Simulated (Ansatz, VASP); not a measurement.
# SnTe: VASP beside Ansatz

One calculation is typed for both programs; each brings its own data sets. How far apart do they land? The cell is taken from a series of runs on this material, whose earlier steps may have relaxed, scaled, displaced or heated it; both programs get it as it stands.

Program: Ansatz 0.2.0. Level of theory: plane waves, with VASP 6.6.1 beside it; zone-centre phonons at LDA. Results are calculated unless marked as measured.

**1. Starting point**

It takes space group I4/mmm (No. 139, tetragonal). Conventional cell: a = 4.277 Å, b = 4.277 Å, c = 6.243 Å, α = 90.00°, β = 90.00°, γ = 90.00°. Nearest to Sn lie 6 Te at 3.02 to 3.12 Å. Nearest to Te lie 6 Sn at 3.02 to 3.12 Å. Farther neighbours and most contacts between anions are not listed.

As a file:

```cif
data_structure
_symmetry_space_group_name_H-M 'I4/mmm'
_symmetry_Int_Tables_number 139
_cell_length_a 4.2770
_cell_length_b 4.2770
_cell_length_c 6.2430
_cell_angle_alpha 90.000
_cell_angle_beta 90.000
_cell_angle_gamma 90.000
_cell_volume 114.20
loop_
_atom_site_label
_atom_site_type_symbol
_atom_site_symmetry_multiplicity
_atom_site_Wyckoff_symbol
_atom_site_fract_x
_atom_site_fract_y
_atom_site_fract_z
_atom_site_occupancy
Sn1 Sn 2 a 0.00000 0.00000 0.00000 1
Te1 Te 2 b 0.50000 0.50000 0.00000 1
```

**2. VASP: zone-centre phonons, LDA**

Second derivatives magnify differences that forces hide, and they need a tight electronic threshold.

Lines of VASP's logs that name or quote its potential files are left out, and so is its time.

INCAR reads:

```
SYSTEM = SnTe
PREC = Accurate
ENCUT = 500
EDIFF = 1E-08
NELM = 120
ISMEAR = 0
SIGMA = 0.01
LREAL = .FALSE.
ALGO = Normal
GGA = CA
NBANDS = 16
LORBIT = 11
LWAVE = .FALSE.
LCHARG = .FALSE.
ISIF = 2
IBRION = 8
LASPH = .TRUE.
GGA_COMPAT = .FALSE.
EFERMI = MIDGAP
KPAR = 2
```

POSCAR reads:

```
SnTe
1.0
    0.0000000000      3.0243098712      3.1214893790
    3.0243098712      0.0000000000      3.1214893790
    3.0243098712      3.0243098712      0.0000000000
Sn Te
1 1
Direct
    0.0000000000      0.0000000000      0.0000000000
    0.5000000000      0.5000000000      0.5000000000
```

KPOINTS reads:

```
Automatic mesh
0
Gamma
12 12 12
0 0 0
```

PAW data sets: Sn_d and Te (LDA family, release 64).

Run with:

```bash
mpirun -np 2 vasp_std
```

Numbers of over 12 decimals in the logs are rounded to 6 here.

The log of the run:

```text
[banner, memory and clock lines left out]
running    2 mpi-ranks, on    1 nodes
 distrk:  each k-point on    1 cores,    2 groups
 distr:  one band on    1 cores,    1 groups

 POSCAR found type information on POSCAR SnTe
 POSCAR found :  2 types and       2 ions
 LDA part: xc-table for (Slater(with rela. corr.)+CA(PZ))
 , standard interpolation
 POSCAR, INCAR and KPOINTS ok, starting setup
 FFT: planning ... GRIDC
 FFT: planning ... GRID_SOFT
 FFT: planning ... GRID
 WAVECAR not read
 entering main loop
       N       E                     dE             d eps       ncg     rms          rms(c)
DAV:   1     0.123748028101E+03    0.12375E+03   -0.94583E+03  5296   0.145E+03
DAV:   2     0.155171099980E+01   -0.12220E+03   -0.11937E+03  5760   0.358E+02
DAV:   3    -0.854207531048E+01   -0.10094E+02   -0.10044E+02  6640   0.891E+01
DAV:   4    -0.881049492734E+01   -0.26842E+00   -0.26837E+00  6392   0.157E+01
DAV:   5    -0.882226144528E+01   -0.11767E-01   -0.11766E-01  7816   0.305E+00    0.582E+00
DAV:   6    -0.878018840873E+01    0.42073E-01   -0.75732E-02  7576   0.214E+00    0.364E+00
DAV:   7    -0.877450207015E+01    0.56863E-02   -0.36764E-02  6920   0.114E+00    0.503E-01
DAV:   8    -0.877344975267E+01    0.10523E-02   -0.67348E-03  6736   0.689E-01    0.160E-01
DAV:   9    -0.877348862657E+01   -0.38874E-04   -0.44712E-04  6872   0.201E-01    0.582E-02
DAV:  10    -0.877347834272E+01    0.10284E-04   -0.45040E-05  6904   0.666E-02    0.269E-02
DAV:  11    -0.877347868947E+01   -0.34675E-06   -0.92498E-06  6904   0.317E-02    0.530E-03
DAV:  12    -0.877347849108E+01    0.19839E-06   -0.98013E-07  6632   0.127E-02    0.332E-03
DAV:  13    -0.877347849100E+01    0.77307E-10   -0.11774E-07  7120   0.318E-03    0.303E-03
DAV:  14    -0.877347848876E+01    0.22469E-08   -0.15753E-08  4600   0.670E-04
   1 F= -.87734785E+01 E0= -.87734785E+01  d E =-.196402E-24
 Linear response reoptimize wavefunctions to high precision
DAV:   1    -0.877347848868E+01    0.75033E-10   -0.21470E-09  5112   0.503E-04
DAV:   2    -0.877347848868E+01    0.31832E-11   -0.20522E-10  3712   0.116E-04
 Linear response DOF=           4
 Linear response progress:
  Degree of freedom:   1/  4
       N       E                     dE             d eps       ncg     rms          rms(c)
RMM:   1    -0.217263288061E+00   -0.21726E+00    0.38209E-01 10842   0.108E+01
RMM:   2    -0.222816074862E+00   -0.55528E-02   -0.11864E-02 15809   0.886E-01    0.995E-02
RMM:   3    -0.222656352366E+00    0.15972E-03   -0.89539E-04 17303   0.244E-01    0.524E-02
RMM:   4    -0.222402178807E+00    0.25417E-03   -0.90681E-05 17314   0.757E-02    0.844E-03
RMM:   5    -0.222408909973E+00   -0.67312E-05   -0.79632E-06 17858   0.230E-02    0.396E-03
RMM:   6    -0.222418231029E+00   -0.93211E-05   -0.14223E-06 17579   0.796E-03    0.116E-03
RMM:   7    -0.222417165778E+00    0.10653E-05   -0.39819E-07 18184   0.316E-03    0.832E-04
RMM:   8    -0.222414942192E+00    0.22236E-05    0.10119E-07 17889   0.135E-03    0.399E-04
RMM:   9    -0.222414264152E+00    0.67804E-06    0.29292E-07 18530   0.649E-04    0.120E-04
RMM:  10    -0.222413812365E+00    0.45179E-06    0.55682E-07 18153   0.341E-04    0.763E-05
RMM:  11    -0.222413738028E+00    0.74337E-07    0.50722E-07 19371   0.175E-04    0.492E-05
RMM:  12    -0.222413432727E+00    0.30530E-06    0.23228E-07 17747   0.113E-04    0.124E-04
RMM:  13    -0.222413655898E+00   -0.22317E-06    0.11710E-07 16849   0.737E-05    0.437E-05
RMM:  14    -0.222413607381E+00    0.48517E-07    0.58018E-08 17721   0.456E-05    0.165E-05
RMM:  15    -0.222413595279E+00    0.12102E-07    0.33784E-08 17201   0.343E-05    0.159E-05
RMM:  16    -0.222413567202E+00    0.28077E-07    0.11613E-08 15791   0.293E-05    0.149E-06
RMM:  17    -0.222413565148E+00    0.20544E-08    0.85149E-09 12739   0.262E-05    0.968E-07
 first order change of Fermi-energy   0.83139E-04
 force on displaced ion       1 direction 1 :  -1.249   0.000   0.000
 Linear response progress:
  Degree of freedom:   2/  4
       N       E                     dE             d eps       ncg     rms          rms(c)
RMM:   1    -0.216789836458E+00   -0.21679E+00    0.41050E-01  6301   0.110E+01
RMM:   2    -0.222443828215E+00   -0.56540E-02   -0.11737E-02  9112   0.880E-01    0.773E-02
RMM:   3    -0.222351850769E+00    0.91977E-04   -0.89442E-04  9963   0.241E-01    0.404E-02
RMM:   4    -0.222148918525E+00    0.20293E-03   -0.76098E-05 10091   0.704E-02    0.845E-03
RMM:   5    -0.222148133031E+00    0.78549E-06   -0.76425E-06 10461   0.219E-02    0.376E-03
RMM:   6    -0.222153276450E+00   -0.51434E-05   -0.12761E-06 10290   0.733E-03    0.130E-03
RMM:   7    -0.222152509626E+00    0.76682E-06   -0.33498E-07 10552   0.287E-03    0.658E-04
RMM:   8    -0.222148981664E+00    0.35280E-05    0.45660E-07 10040   0.128E-03    0.105E-04
RMM:   9    -0.222149428241E+00   -0.44658E-06    0.32043E-07 10765   0.575E-04    0.139E-04
RMM:  10    -0.222149265001E+00    0.16324E-06    0.33966E-07 10781   0.275E-04    0.142E-04
RMM:  11    -0.222149558811E+00   -0.29381E-06    0.35806E-07 10595   0.155E-04    0.459E-04
RMM:  12    -0.222149190964E+00    0.36785E-06    0.18093E-07  9987   0.917E-05    0.123E-04
RMM:  13    -0.222148997923E+00    0.19304E-06    0.10339E-07 10292   0.590E-05    0.588E-06
RMM:  14    -0.222148954869E+00    0.43054E-07    0.33935E-08 11114   0.354E-05    0.144E-05
RMM:  15    -0.222148933820E+00    0.21049E-07    0.16375E-08 10319   0.257E-05    0.787E-06
RMM:  16    -0.222148926091E+00    0.77291E-08    0.51150E-09  9818   0.213E-05    0.127E-06
 first order change of Fermi-energy  -0.15213E-03
 force on displaced ion       1 direction 3 :   0.000   0.000  -0.459
 Linear response progress:
  Degree of freedom:   3/  4
       N       E                     dE             d eps       ncg     rms          rms(c)
RMM:   1    -0.476122136073E-01   -0.47612E-01    0.63623E-02 19256   0.950E-01
RMM:   2    -0.478994108431E-01   -0.28720E-03   -0.22091E-03 16836   0.241E-01    0.813E-02
RMM:   3    -0.480474779468E-01   -0.14807E-03   -0.18006E-04 17073   0.715E-02    0.567E-02
RMM:   4    -0.482798877555E-01   -0.23241E-03   -0.28518E-05 16831   0.355E-02    0.644E-03
RMM:   5    -0.482852850429E-01   -0.53973E-05   -0.13671E-06 17360   0.886E-03    0.328E-03
RMM:   6    -0.482876478460E-01   -0.23628E-05   -0.10964E-07 17050   0.246E-03    0.878E-04
RMM:   7    -0.482860746189E-01    0.15732E-05   -0.10437E-08 17484   0.554E-04    0.140E-04
RMM:   8    -0.482861861392E-01   -0.11152E-06   -0.87234E-10 16783   0.167E-04    0.467E-05
RMM:   9    -0.482862225493E-01   -0.36410E-07    0.21865E-07 18079   0.708E-05    0.147E-05
RMM:  10    -0.482862460028E-01   -0.23453E-07    0.35803E-07 18151   0.256E-05    0.323E-06
RMM:  11    -0.482862306044E-01    0.15398E-07    0.31427E-08 17547   0.127E-05    0.106E-06
RMM:  12    -0.482862334303E-01   -0.28259E-08   -0.19125E-08 14797   0.970E-06    0.293E-07
 first order change of Fermi-energy  -0.18075E-03
 force on displaced ion       2 direction 1 :  -1.255   0.000   0.000
 Linear response progress:
  Degree of freedom:   4/  4
       N       E                     dE             d eps       ncg     rms          rms(c)
RMM:   1    -0.476765340994E-01   -0.47677E-01    0.59232E-02 11076   0.896E-01
RMM:   2    -0.478524823503E-01   -0.17595E-03   -0.20638E-03  9735   0.231E-01    0.655E-02
RMM:   3    -0.479957355078E-01   -0.14325E-03   -0.19088E-04  9930   0.690E-02    0.452E-02
RMM:   4    -0.481987225775E-01   -0.20299E-03   -0.23585E-05  9771   0.312E-02    0.605E-03
RMM:   5    -0.482100384488E-01   -0.11316E-04   -0.11156E-06 10092   0.775E-03    0.290E-03
RMM:   6    -0.482113998799E-01   -0.13614E-05   -0.98260E-08  9886   0.222E-03    0.831E-04
RMM:   7    -0.482094905641E-01    0.19093E-05   -0.15481E-08 10116   0.510E-04    0.119E-04
RMM:   8    -0.482096322962E-01   -0.14173E-06   -0.10626E-07  9868   0.154E-04    0.423E-05
RMM:   9    -0.482096820929E-01   -0.49797E-07    0.21306E-07 10495   0.589E-05    0.122E-05
RMM:  10    -0.482096840653E-01   -0.19724E-08    0.41489E-07 10557   0.198E-05    0.274E-06
RMM:  11    -0.482096654320E-01    0.18633E-07    0.23130E-08  9869   0.851E-06    0.104E-06
RMM:  12    -0.482096692939E-01   -0.38619E-08   -0.42643E-09  7818   0.592E-06    0.228E-07
 first order change of Fermi-energy   0.30936E-03
 force on displaced ion       2 direction 3 :   0.000   0.000  -0.447
 Linear response finished
```

Parts of OUTCAR (step 2):

```text
ion  position               nearest neighbor table
   1  0.000  0.000  0.000-   2 3.02   2 3.02   2 3.02   2 3.02   2 3.12   2 3.12
   2  0.500  0.500  0.500-   1 3.02   1 3.02   1 3.02   1 3.02   1 3.12   1 3.12

  LATTYP: Found a body centered tetragonal cell.
 ALAT       =     4.2770200367
 C/A-ratio  =     1.4596561869

 Subroutine GETGRP returns: Found 16 space group operations
 (whereof 16 operations were pure point group operations)

The static configuration has the point symmetry D_4h.

 Found    163 irreducible k-points:

   k-points           NKPTS =    163   k-points in BZ     NKDIM =    163   number of bands    NBANDS=     16

   dimension x,y,z NGX =    32 NGY =   32 NGZ =   32
   dimension x,y,z NGXF=    64 NGYF=   64 NGZF=   64

   ENCUT  =  500.0 eV  36.75 Ry    6.06 a.u.   7.92  7.92  7.80*2*pi/ulx,y,z

   NELECT =      20.0000    total number of electrons

 k-points in reciprocal lattice and weights: Automatic mesh
   0.00000000  0.00000000  0.00000000       0.001
   0.08333333  0.00000000  0.00000000       0.005
   0.16666667  0.00000000  0.00000000       0.005
   0.25000000  0.00000000  0.00000000       0.005
   0.33333333  0.00000000  0.00000000       0.005
   0.41666667  0.00000000  0.00000000       0.005
   0.50000000  0.00000000  0.00000000       0.002
   0.08333333  0.08333333  0.00000000       0.001
   0.16666667  0.08333333  0.00000000       0.005
[...]
-0.33333333  0.16666667  0.50000000       0.002
  -0.25000000  0.25000000  0.50000000       0.001

 average (electrostatic) potential at core
       1 -99.2583       2 -87.7477

  Total        1.9696489      1.9696489      0.0235425      0.0000000     -0.0000000     -0.0000000
  in kB       55.2656099     55.2656099      0.6605705      0.0000000     -0.0000000     -0.0000000
  external PRESSURE =      37.0639301 kB  Pullay stress =       0.0000000 kB

  energy-cutoff  :      500.00
  volume of cell :       57.10
      direct lattice vectors                 reciprocal lattice vectors
     0.000000000  3.024309871  3.121489379    -0.165326974  0.165326974  0.160179946
     3.024309871  0.000000000  3.121489379     0.165326974 -0.165326974  0.160179946
     3.024309871  3.024309871  0.000000000     0.165326974  0.165326974 -0.160179946

 POSITION                                       TOTAL-FORCE (eV/Angst)
 -----------------------------------------------------------------------------------
      0.00000      0.00000      0.00000         0.000000     -0.000000      0.000000
      3.02431      3.02431      3.12149        -0.000000      0.000000     -0.000000
 -----------------------------------------------------------------------------------
    total drift:                                0.000000     -0.000000     -0.000000

 Eigenvectors and eigenvalues of the dynamical matrix
 ----------------------------------------------------

   1 f  =    2.230764 THz    14.016305 2PiTHz   74.410285 cm-1     9.225695 meV
             X         Y         Z           dx          dy          dz
      0.000000  0.000000  0.000000     0.718940    0.000000    0.000000
      3.024310  3.024310  3.121489    -0.695072    0.000000    0.000000

   2 f  =    2.230764 THz    14.016305 2PiTHz   74.410285 cm-1     9.225695 meV
             X         Y         Z           dx          dy          dz
      0.000000  0.000000  0.000000    -0.000000    0.718940    0.000000
      3.024310  3.024310  3.121489    -0.000000   -0.695072    0.000000

   3 f  =    1.342116 THz     8.432762 2PiTHz   44.768165 cm-1     5.550543 meV
             X         Y         Z           dx          dy          dz
      0.000000  0.000000  0.000000     0.000000    0.000000    0.724689
      3.024310  3.024310  3.121489     0.000000    0.000000   -0.689076

   4 f/i=    0.002616 THz     0.016437 2PiTHz    0.087262 cm-1     0.010819 meV
             X         Y         Z           dx          dy          dz
      0.000000  0.000000  0.000000     0.642201   -0.265901    0.000000
      3.024310  3.024310  3.121489     0.664253   -0.275032    0.000000

   5 f/i=    0.002616 THz     0.016437 2PiTHz    0.087262 cm-1     0.010819 meV
             X         Y         Z           dx          dy          dz
      0.000000  0.000000  0.000000    -0.265901   -0.642201    0.000000
      3.024310  3.024310  3.121489    -0.275032   -0.664253    0.000000

   6 f/i=    0.009575 THz     0.060163 2PiTHz    0.319397 cm-1     0.039600 meV
             X         Y         Z           dx          dy          dz
      0.000000  0.000000  0.000000     0.000000    0.000000   -0.689076
      3.024310  3.024310  3.121489     0.000000    0.000000   -0.724689

 ELASTIC MODULI CONTR FROM IONIC RELAXATION (kBar)
 Direction    XX          YY          ZZ          XY          YZ          ZX
 --------------------------------------------------------------------------------
 XX           0.0000      0.0000      0.0000      0.0000      0.0000      0.0000
 YY           0.0000      0.0000      0.0000      0.0000      0.0000      0.0000
 ZZ           0.0000      0.0000      0.0000      0.0000      0.0000      0.0000
 XY           0.0000      0.0000      0.0000      0.0000      0.0000      0.0000
 YZ           0.0000      0.0000      0.0000      0.0000      0.0000      0.0000
 ZX           0.0000      0.0000      0.0000      0.0000      0.0000      0.0000
 --------------------------------------------------------------------------------
```

[end of part 1 of 2]

[Lines on the potential files, build, host, timing and source positions are cut from VASP's logs without a mark.]

[Logs are printed without paths, hosts, clocks, repeated set-up lines and the standing remarks that a program may print on its own settings, such as how far it seeks lower states.]

[Hosts, paths, dates, database ids (printed as entryN), source tags and the programs' standing remarks are cut or masked in the printed files.]
